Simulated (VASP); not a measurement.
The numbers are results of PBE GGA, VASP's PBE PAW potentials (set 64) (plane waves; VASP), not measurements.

A VASP calculation is set up with these files.

KPOINTS:
```
Automatic mesh
0
Gamma
10 10 6
0 0 0
```

INCAR:
```
SYSTEM = Y
PREC = Accurate; ENCUT = 400; LREAL = .False.
LASPH = .True.
EDIFF = 1E-6; NELM = 100; ALGO = Damped
LMAXMIX = 4
ISMEAR = 1; SIGMA = 0.1
GGA = PE
ISIF = 2
LWAVE = .False.; LCHARG = .False.
```

POSCAR:
```
Y
1.0
  1.8512410000  -3.2040250000   0.0000000000
  1.8512410000   3.2040250000   0.0000000000
  0.0000000000   0.0000000000   5.8826210000
Y
2
Direct
  0.3333330000   0.6666670000   0.2500000000
  0.6849570000   0.3516230000   0.7500000000
```

POTCAR, in this order: Y_sv (PBE.64 set). Program: vasp_std.

The run wrote:

**OSZICAR**
```
...
DMP:  12    -0.125849766049E+02   -0.59218E-01   -0.45607E-01  3120   0.621E-01   0.136E+00
DMP:  13    -0.126283350253E+02   -0.43358E-01   -0.33241E-01  3120   0.444E-01   0.101E+00
DMP:  14    -0.126599244432E+02   -0.31589E-01   -0.24163E-01  3120   0.321E-01   0.741E-01
DMP:  15    -0.126830577362E+02   -0.23133E-01   -0.17990E-01  3120   0.240E-01   0.549E-01
DMP:  16    -0.127004618336E+02   -0.17404E-01   -0.13827E-01  3120   0.186E-01   0.419E-01
DMP:  17    -0.127139687010E+02   -0.13507E-01   -0.10956E-01  3120   0.148E-01   0.328E-01
DMP:  18    -0.127247343194E+02   -0.10766E-01   -0.88746E-02  3120   0.121E-01   0.263E-01
DMP:  19    -0.127334672735E+02   -0.87330E-02   -0.72770E-02  3120   0.100E-01   0.214E-01
DMP:  20    -0.127406250783E+02   -0.71578E-02   -0.60147E-02  3120   0.834E-02   0.175E-01
DMP:  21    -0.127465413242E+02   -0.59162E-02   -0.50098E-02  3120   0.698E-02   0.145E-01
DMP:  22    -0.127514743477E+02   -0.49330E-02   -0.42081E-02  3120   0.589E-02   0.121E-01
DMP:  23    -0.127556246983E+02   -0.41504E-02   -0.35644E-02  3120   0.501E-02   0.102E-01
DMP:  24    -0.127591455789E+02   -0.35209E-02   -0.30524E-02  3120   0.432E-02   0.868E-02
DMP:  25    -0.127621643657E+02   -0.30188E-02   -0.27261E-02  3120   0.397E-02   0.745E-02
DMP:  26    -0.127648623507E+02   -0.26980E-02   -0.25168E-02  3120   0.375E-02   0.667E-02
DMP:  27    -0.127673540287E+02   -0.24917E-02   -0.23895E-02  3120   0.362E-02   0.616E-02
DMP:  28    -0.127697199127E+02   -0.23659E-02   -0.23050E-02  3120   0.353E-02   0.585E-02
DMP:  29    -0.127720021282E+02   -0.22822E-02   -0.22310E-02  3120   0.342E-02   0.564E-02
DMP:  30    -0.127742110303E+02   -0.22089E-02   -0.21546E-02  3120   0.330E-02   0.546E-02
DMP:  31    -0.127763442763E+02   -0.21332E-02   -0.20747E-02  3120   0.317E-02   0.527E-02
DMP:  32    -0.127783985214E+02   -0.20542E-02   -0.19939E-02  3120   0.305E-02   0.508E-02
DMP:  33    -0.127803728672E+02   -0.19743E-02   -0.19131E-02  3120   0.292E-02   0.488E-02
DMP:  34    -0.127822674243E+02   -0.18946E-02   -0.18346E-02  3120   0.280E-02   0.468E-02
DMP:  35    -0.127840844167E+02   -0.18170E-02   -0.17593E-02  3120   0.268E-02   0.449E-02
DMP:  36    -0.127858270853E+02   -0.17427E-02   -0.16864E-02  3120   0.257E-02   0.431E-02
DMP:  37    -0.127874978546E+02   -0.16708E-02   -0.16170E-02  3120   0.246E-02   0.413E-02
DMP:  38    -0.127891001574E+02   -0.16023E-02   -0.15509E-02  3120   0.236E-02   0.396E-02
DMP:  39    -0.127906372054E+02   -0.15370E-02   -0.14878E-02  3120   0.227E-02   0.380E-02
DMP:  40    -0.127921118308E+02   -0.14746E-02   -0.14269E-02  3120   0.217E-02   0.365E-02
DMP:  41    -0.127935262974E+02   -0.14145E-02   -0.13687E-02  3120   0.208E-02   0.350E-02
DMP:  42    -0.127948831748E+02   -0.13569E-02   -0.13131E-02  3120   0.200E-02   0.336E-02
DMP:  43    -0.127961850477E+02   -0.13019E-02   -0.12598E-02  3120   0.192E-02   0.322E-02
DMP:  44    -0.127974340595E+02   -0.12490E-02   -0.12087E-02  3120   0.184E-02   0.309E-02
DMP:  45    -0.127986324130E+02   -0.11984E-02   -0.11595E-02  3120   0.177E-02   0.297E-02
DMP:  46    -0.127997818941E+02   -0.11495E-02   -0.11119E-02  3120   0.169E-02   0.284E-02
DMP:  47    -0.128008842177E+02   -0.11023E-02   -0.10660E-02  3120   0.162E-02   0.273E-02
DMP:  48    -0.128019410196E+02   -0.10568E-02   -0.10221E-02  3120   0.156E-02   0.261E-02
DMP:  49    -0.128029543209E+02   -0.10133E-02   -0.98046E-03  3120   0.149E-02   0.251E-02
DMP:  50    -0.128039263072E+02   -0.97199E-03   -0.94088E-03  3120   0.143E-02   0.240E-02
DMP:  51    -0.128048590544E+02   -0.93275E-03   -0.90311E-03  3120   0.138E-02   0.231E-02
DMP:  52    -0.128057543530E+02   -0.89530E-03   -0.86703E-03  3120   0.132E-02   0.222E-02
DMP:  53    -0.128066138836E+02   -0.85953E-03   -0.83214E-03  3120   0.127E-02   0.213E-02
DMP:  54    -0.128074388272E+02   -0.82494E-03   -0.79882E-03  3120   0.122E-02   0.204E-02
DMP:  55    -0.128082307318E+02   -0.79190E-03   -0.76687E-03  3120   0.117E-02   0.196E-02
DMP:  56    -0.128089909646E+02   -0.76023E-03   -0.73622E-03  3120   0.112E-02   0.188E-02
DMP:  57    -0.128097208123E+02   -0.72985E-03   -0.70670E-03  3120   0.108E-02   0.181E-02
DMP:  58    -0.128104214006E+02   -0.70059E-03   -0.67837E-03  3120   0.103E-02   0.173E-02
DMP:  59    -0.128110939125E+02   -0.67251E-03   -0.65124E-03  3120   0.993E-03   0.166E-02
DMP:  60    -0.128117395320E+02   -0.64562E-03   -0.62539E-03  3120   0.953E-03   0.160E-02
DMP:  61    -0.128123595301E+02   -0.62000E-03   -0.60047E-03  3120   0.915E-03   0.153E-02
DMP:  62    -0.128129548291E+02   -0.59530E-03   -0.57667E-03  3120   0.879E-03   0.147E-02
DMP:  63    -0.128135265458E+02   -0.57172E-03   -0.55369E-03  3120   0.844E-03   0.141E-02
DMP:  64    -0.128140754916E+02   -0.54895E-03   -0.53170E-03  3120   0.811E-03   0.136E-02
DMP:  65    -0.128146026597E+02   -0.52717E-03   -0.51056E-03  3120   0.778E-03   0.130E-02
DMP:  66    -0.128151088789E+02   -0.50622E-03   -0.49044E-03  3120   0.748E-03   0.125E-02
DMP:  67    -0.128155951678E+02   -0.48629E-03   -0.47131E-03  3120   0.719E-03   0.120E-02
DMP:  68    -0.128160625042E+02   -0.46734E-03   -0.45311E-03  3120   0.691E-03   0.116E-02
DMP:  69    -0.128165118135E+02   -0.44931E-03   -0.43576E-03  3120   0.665E-03   0.111E-02
DMP:  70    -0.128169439294E+02   -0.43212E-03   -0.41903E-03  3120   0.639E-03   0.107E-02
DMP:  71    -0.128173594707E+02   -0.41554E-03   -0.40288E-03  3120   0.615E-03   0.103E-02
DMP:  72    -0.128177590137E+02   -0.39954E-03   -0.38737E-03  3120   0.591E-03   0.988E-03
DMP:  73    -0.128181431876E+02   -0.38417E-03   -0.37255E-03  3120   0.568E-03   0.950E-03
DMP:  74    -0.128185126827E+02   -0.36950E-03   -0.35841E-03  3120   0.547E-03   0.914E-03
DMP:  75    -0.128188681637E+02   -0.35548E-03   -0.34479E-03  3120   0.526E-03   0.879E-03
DMP:  76    -0.128192101408E+02   -0.34198E-03   -0.33174E-03  3120   0.506E-03   0.846E-03
DMP:  77    -0.128195391888E+02   -0.32905E-03   -0.31922E-03  3120   0.487E-03   0.814E-03
DMP:  78    -0.128198558233E+02   -0.31663E-03   -0.30726E-03  3120   0.469E-03   0.783E-03
DMP:  79    -0.128201606053E+02   -0.30478E-03   -0.29584E-03  3120   0.452E-03   0.754E-03
DMP:  80    -0.128204540682E+02   -0.29346E-03   -0.28476E-03  3120   0.435E-03   0.726E-03
DMP:  81    -0.128207365502E+02   -0.28248E-03   -0.27395E-03  3120   0.418E-03   0.699E-03
DMP:  82    -0.128210083140E+02   -0.27176E-03   -0.26356E-03  3120   0.402E-03   0.672E-03
DMP:  83    -0.128212697790E+02   -0.26146E-03   -0.25352E-03  3120   0.387E-03   0.647E-03
DMP:  84    -0.128215212931E+02   -0.25151E-03   -0.24390E-03  3120   0.372E-03   0.622E-03
DMP:  85    -0.128217632666E+02   -0.24197E-03   -0.23467E-03  3120   0.358E-03   0.598E-03
DMP:  86    -0.128219960968E+02   -0.23283E-03   -0.22587E-03  3120   0.345E-03   0.576E-03
DMP:  87    -0.128222202027E+02   -0.22411E-03   -0.21748E-03  3120   0.332E-03   0.554E-03
DMP:  88    -0.128224359796E+02   -0.21578E-03   -0.20942E-03  3120   0.320E-03   0.534E-03
DMP:  89    -0.128226437715E+02   -0.20779E-03   -0.20166E-03  3120   0.308E-03   0.514E-03
DMP:  90    -0.128228438577E+02   -0.20009E-03   -0.19413E-03  3120   0.296E-03   0.495E-03
DMP:  91    -0.128230364776E+02   -0.19262E-03   -0.18679E-03  3120   0.285E-03   0.476E-03
DMP:  92    -0.128232218255E+02   -0.18535E-03   -0.17970E-03  3120   0.274E-03   0.458E-03
DMP:  93    -0.128234001420E+02   -0.17832E-03   -0.17287E-03  3120   0.264E-03   0.441E-03
DMP:  94    -0.128235716832E+02   -0.17154E-03   -0.16630E-03  3120   0.254E-03   0.424E-03
DMP:  95    -0.128237367099E+02   -0.16503E-03   -0.16001E-03  3120   0.244E-03   0.408E-03
DMP:  96    -0.128238954943E+02   -0.15878E-03   -0.15396E-03  3120   0.235E-03   0.393E-03
DMP:  97    -0.128240482744E+02   -0.15278E-03   -0.14813E-03  3120   0.226E-03   0.378E-03
DMP:  98    -0.128241952731E+02   -0.14700E-03   -0.14257E-03  3120   0.218E-03   0.363E-03
DMP:  99    -0.128243367569E+02   -0.14148E-03   -0.13722E-03  3120   0.209E-03   0.350E-03
DMP: 100    -0.128244729391E+02   -0.13618E-03   -0.13206E-03  3120   0.202E-03   0.337E-03
   1 F= -.12824473E+02 E0= -.12825030E+02  d E =0.167203E-02
```

**OUTCAR**
```
------------------------ aborting loop EDIFF was not reached (unconverged)  ----------------------------
  FORCE on cell =-STRESS in cart. coord.  units (eV):
  Direction    XX          YY          ZZ          XY          YZ          ZX
  --------------------------------------------------------------------------------------
  Total       -0.9078998     -0.8928599     -1.5650881     -0.0743694      0.0000000      0.0000000
  in kB      -20.8443695    -20.4990709    -35.9326845     -1.7074388      0.0000000      0.0000000
  external PRESSURE =     -25.7587083 kB  Pullay stress =       0.0000000 kB
  volume of cell :       69.78
      direct lattice vectors                 reciprocal lattice vectors
     1.851241000 -3.204025000  0.000000000     0.270089092 -0.156053714  0.000000000
     1.851241000  3.204025000  0.000000000     0.270089092  0.156053714  0.000000000
     0.000000000  0.000000000  5.882621000     0.000000000  0.000000000  0.169992253
 POSITION                                       TOTAL-FORCE (eV/Angst)
 -----------------------------------------------------------------------------------
      1.85124      1.06801      1.47066         0.074651     -0.003438      0.000000
      1.91896     -1.06801      4.41197        -0.074651      0.003438     -0.000000
 -----------------------------------------------------------------------------------
    total drift:                               -0.000005     -0.000000      0.000000
  FREE ENERGIE OF THE ION-ELECTRON SYSTEM (eV)
  ---------------------------------------------------
  free  energy   TOTEN  =       -12.8244729391 eV

  energy  without entropy=      -12.8261449718  energy(sigma->0) =      -12.82503028
```
(Selected blocks of OUTCAR.)

**stdout**
```
...
DMP:  82    -0.128210083140E+02   -0.27176E-03   -0.26356E-03  3120   0.402E-03   0.672E-03
DMP:  83    -0.128212697790E+02   -0.26146E-03   -0.25352E-03  3120   0.387E-03   0.647E-03
DMP:  84    -0.128215212931E+02   -0.25151E-03   -0.24390E-03  3120   0.372E-03   0.622E-03
DMP:  85    -0.128217632666E+02   -0.24197E-03   -0.23467E-03  3120   0.358E-03   0.598E-03
DMP:  86    -0.128219960968E+02   -0.23283E-03   -0.22587E-03  3120   0.345E-03   0.576E-03
DMP:  87    -0.128222202027E+02   -0.22411E-03   -0.21748E-03  3120   0.332E-03   0.554E-03
DMP:  88    -0.128224359796E+02   -0.21578E-03   -0.20942E-03  3120   0.320E-03   0.534E-03
DMP:  89    -0.128226437715E+02   -0.20779E-03   -0.20166E-03  3120   0.308E-03   0.514E-03
DMP:  90    -0.128228438577E+02   -0.20009E-03   -0.19413E-03  3120   0.296E-03   0.495E-03
DMP:  91    -0.128230364776E+02   -0.19262E-03   -0.18679E-03  3120   0.285E-03   0.476E-03
DMP:  92    -0.128232218255E+02   -0.18535E-03   -0.17970E-03  3120   0.274E-03   0.458E-03
DMP:  93    -0.128234001420E+02   -0.17832E-03   -0.17287E-03  3120   0.264E-03   0.441E-03
DMP:  94    -0.128235716832E+02   -0.17154E-03   -0.16630E-03  3120   0.254E-03   0.424E-03
DMP:  95    -0.128237367099E+02   -0.16503E-03   -0.16001E-03  3120   0.244E-03   0.408E-03
DMP:  96    -0.128238954943E+02   -0.15878E-03   -0.15396E-03  3120   0.235E-03   0.393E-03
DMP:  97    -0.128240482744E+02   -0.15278E-03   -0.14813E-03  3120   0.226E-03   0.378E-03
DMP:  98    -0.128241952731E+02   -0.14700E-03   -0.14257E-03  3120   0.218E-03   0.363E-03
DMP:  99    -0.128243367569E+02   -0.14148E-03   -0.13722E-03  3120   0.209E-03   0.350E-03
DMP: 100    -0.128244729391E+02   -0.13618E-03   -0.13206E-03  3120   0.202E-03   0.337E-03
 final diagonalization occupied

 -----------------------------------------------------------------------------
|                                                                             |
|           W    W    AA    RRRRR   N    N  II  N    N   GGGG   !!!           |
|           W    W   A  A   R    R  NN   N  II  NN   N  G    G  !!!           |
|           W    W  A    A  R    R  N N  N  II  N N  N  G       !!!           |
|           W WW W  AAAAAA  RRRRR   N  N N  II  N  N N  G  GGG   !            |
|           WW  WW  A    A  R   R   N   NN  II  N   NN  G    G                |
|           W    W  A    A  R    R  N    N  II  N    N   GGGG   !!!           |
|                                                                             |
|     The electronic self-consistency was not achieved in the given           |
|     number of steps (NELM). The forces and other quantities evaluated       |
|     might not be reliable so examine the results carefully. If you find     |
|     spurious results, we suggest increasing NELM, if you were close to      |
|     convergence or switching to a different ALGO or adjusting the           |
|     density mixing parameters otherwise.                                    |
|                                                                             |
 -----------------------------------------------------------------------------

   1 F= -.12824473E+02 E0= -.12825030E+02  d E =0.167203E-02
```

The run did not converge; its last values are not results.

The compound is Y in the hcp structure. The cell was not relaxed at this level, atoms are displaced from their ideal sites. The run is one of a series of settings (ALGO = Damped against the base run), some of them coarse on purpose.
